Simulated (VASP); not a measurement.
These are MS2 meta-GGA, VASP's PBE PAW potentials (set 64) (plane waves; VASP 6.6.1) values and carry that method's errors.

Input for VASP

File POSCAR:
```
BP
1
    0.0000000000     2.2829688230     2.2829688230
    2.2829688230     0.0000000000     2.2829688230
    2.2829688230     2.2829688230     0.0000000000
B P
1 1
Direct
  0.0000000000   0.0000000000   0.0000000000
  0.2500000000   0.2500000000   0.2500000000
```

### INCAR
```
SYSTEM  =  BP
LASPH  =  T
ISMEAR  =  0
PREC  =  Accurate
METAGGA  =  MS2
ENCUT  =  520   ! plane-wave cut-off (eV)
LREAL  =  F
LCHARG  =  F
LMIXTAU  =  T
EDIFF  =  1E-7
ISIF  =  2   ! forces and stress, cell fixed
LWAVE  =  F
SIGMA  =  0.05   ! width (eV)
ALGO  =  Normal   ! blocked Davidson
NELM  =  100   ! most electronic steps
```

**KPOINTS**
```
Automatic mesh
0
Gamma
10 10 10
0 0 0
```

POTCAR, in this order: B P (PBE.64 set). Program: vasp_std.

The resulting files:

### OUTCAR
```
 ion  position               nearest neighbor table
   1  0.000  0.000  0.000-   2 1.98   2 1.98   2 1.98   2 1.98
   2  0.250  0.250  0.250-   1 1.98   1 1.98   1 1.98   1 1.98
  LATTYP: Found a face centered cubic cell.
 ALAT       =     4.5659376460
 Subroutine PRICEL returns:
 Original cell was already a primitive cell.
 Subroutine GETGRP returns: Found 24 space group operations
The static configuration has the point symmetry T_d .
The dynamic configuration has the point symmetry T_d .
 Subroutine INISYM returns: Found 24 space group operations
 Subroutine IBZKPT returns following result:
 Found     47 irreducible k-points:

 Following reciprocal coordinates:
            Coordinates               Weight
  0.000000  0.000000  0.000000      1.000000
  0.100000  0.000000  0.000000      8.000000
  0.200000  0.000000  0.000000      8.000000
  0.300000  0.000000  0.000000      8.000000
  0.400000  0.000000  0.000000      8.000000
  0.500000  0.000000  0.000000      4.000000
  0.100000  0.100000  0.000000      6.000000
  0.200000  0.100000  0.000000     24.000000
  0.300000  0.100000  0.000000     24.000000
  0.400000  0.100000  0.000000     24.000000
  0.500000  0.100000  0.000000     24.000000
 -0.400000  0.100000  0.000000     24.000000
 -0.300000  0.100000  0.000000     24.000000
 -0.200000  0.100000  0.000000     24.000000
 -0.100000  0.100000  0.000000     12.000000
  0.200000  0.200000  0.000000      6.000000
  0.300000  0.200000  0.000000     24.000000
  0.400000  0.200000  0.000000     24.000000
  0.500000  0.200000  0.000000     24.000000
 -0.400000  0.200000  0.000000     24.000000
 -0.300000  0.200000  0.000000     24.000000
 -0.200000  0.200000  0.000000     12.000000
  0.300000  0.300000  0.000000      6.000000
  0.400000  0.300000  0.000000     24.000000
...
```

OSZICAR:
```
       N       E                     dE             d eps       ncg     rms          rms(c)
DAV:   1    -0.732342092643E+01   -0.73234E+01   -0.37915E+03   752   0.841E+02
DAV:   2    -0.279105059261E+02   -0.20587E+02   -0.19826E+02  1152   0.995E+01
DAV:   3    -0.281110443730E+02   -0.20054E+00   -0.20054E+00   888   0.133E+01
DAV:   4    -0.281112893740E+02   -0.24500E-03   -0.24500E-03  1184   0.494E-01
DAV:   5    -0.281112894324E+02   -0.58316E-07   -0.58316E-07   880   0.549E-03    0.944E+00
DAV:   6    -0.188890761229E+02    0.92222E+01   -0.32081E+00   792   0.133E+01    0.398E+00
DAV:   7    -0.181634479107E+02    0.72563E+00   -0.71879E-01  1024   0.930E+00    0.207E+00
DAV:   8    -0.190927194766E+02   -0.92927E+00   -0.46603E-01   904   0.807E+00    0.566E-01
DAV:   9    -0.181702034854E+02    0.92252E+00   -0.37699E-01   800   0.735E+00    0.214E-01
DAV:  10    -0.191295081516E+02   -0.95930E+00   -0.34311E-01   800   0.722E+00    0.106E-01
DAV:  11    -0.191331968562E+02   -0.36887E-02   -0.11794E-02   984   0.159E+00    0.642E-02
DAV:  12    -0.191329664844E+02    0.23037E-03   -0.30861E-04   840   0.268E-01    0.575E-02
DAV:  13    -0.191334066396E+02   -0.44016E-03   -0.88216E-04   760   0.461E-01    0.195E-02
DAV:  14    -0.191332722287E+02    0.13441E-03   -0.54054E-04   752   0.372E-01    0.131E-02
DAV:  15    -0.191333134996E+02   -0.41271E-04   -0.39470E-05   816   0.964E-02    0.549E-03
DAV:  16    -0.191333079349E+02    0.55647E-05   -0.61583E-06   816   0.380E-02    0.394E-03
DAV:  17    -0.191333101820E+02   -0.22471E-05   -0.23211E-06   784   0.256E-02    0.133E-03
DAV:  18    -0.191333087920E+02    0.13901E-05   -0.33131E-07   856   0.928E-03    0.555E-04
DAV:  19    -0.191333094795E+02   -0.68756E-06   -0.53114E-08   560   0.321E-03    0.328E-04
DAV:  20    -0.191333089164E+02    0.56310E-06   -0.15226E-08   376   0.186E-03    0.334E-04
DAV:  21    -0.191333088746E+02    0.41836E-07   -0.12387E-09   376   0.554E-04
   1 F= -.19133309E+02 E0= -.19133309E+02  d E =-.121501E-12
```

OUTCAR:
```
------------------------ aborting loop because EDIFF is reached ----------------------------------------
  FORCE on cell =-STRESS in cart. coord.  units (eV):
  Direction    XX          YY          ZZ          XY          YZ          ZX
  --------------------------------------------------------------------------------------
  Total       -0.7338242     -0.7338242     -0.7338242     -0.0000000      0.0000000      0.0000000
  in kB      -49.4051993    -49.4051993    -49.4051993     -0.0000000      0.0000000      0.0000000
  external PRESSURE =     -49.4051993 kB  Pullay stress =       0.0000000 kB
  volume of cell :       23.80
      direct lattice vectors                 reciprocal lattice vectors
     0.000000000  2.282968823  2.282968823    -0.219013065  0.219013065  0.219013065
     2.282968823  0.000000000  2.282968823     0.219013065 -0.219013065  0.219013065
     2.282968823  2.282968823  0.000000000     0.219013065  0.219013065 -0.219013065
  FREE ENERGIE OF THE ION-ELECTRON SYSTEM (eV)
  ---------------------------------------------------
  free  energy   TOTEN  =       -19.1333088746 eV

  energy  without entropy=      -19.1333088746  energy(sigma->0) =      -19.13330887
```
(Selected blocks of OUTCAR.)

The compound is BP in the zinc blende structure. This cell is one point of a volume scan, at 1.03 of the reference volume.
